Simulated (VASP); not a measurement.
Given:

```
CELL_PARAMETERS angstrom
      1.54530    -2.67654     0.00000
      1.54530     2.67654     0.00000
      0.00000     0.00000     3.29460
ATOMIC_POSITIONS crystal
  Ti 0.00000 0.00000 0.00000
  B  0.33333 0.66667 0.50000
  B  0.66667 0.33333 0.50000
```

The numbers are results of PBE GGA, VASP's PBE PAW potentials (set 64) (plane waves; VASP), not measurements. Settings: 520 eV cut-off, 9×9×7 Γ-centred mesh, first-order Methfessel-Paxton smearing of 0.10 eV, potentials Ti_sv B.

**Question.** Give the stress tensor in GPa (positive for a compressed cell).

**Answer.** 
```
-13.70    0.00    0.00
  0.00  -13.70    0.00
  0.00    0.00  -12.74
```
The pressure is its mean diagonal, -13.38 GPa.

The compound is TiB2 in the AlB2 type structure. The cell was not relaxed at this level.
